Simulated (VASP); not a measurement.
Input:

```xyz
2
Lattice="0.0000 2.3332 2.3332 2.3332 0.0000 2.3332 2.3332 2.3332 0.0000" Properties=species:S:1:pos:R:3 pbc="T T T"
Zr     0.0000     0.0000     0.0000
C      2.3332     2.3332     2.3332
```

All values below come from optB88-vdW, VASP's PBE PAW potentials (set 64) (plane waves; VASP). Numerical set-up: 520 eV cut-off, 13×13×13 Γ-centred mesh, first-order Methfessel-Paxton smearing of 0.10 eV, potentials Zr_sv C.

Q: Give the stress tensor in GPa (positive for a compressed cell).

A: 
```
7.21  0.00  0.00
0.00  7.21  0.00
0.00  0.00  7.21
```
The pressure is its mean diagonal, 7.21 GPa.

The compound is ZrC in the rock salt structure. This cell is one point of a volume scan, at 0.97 of the reference volume.
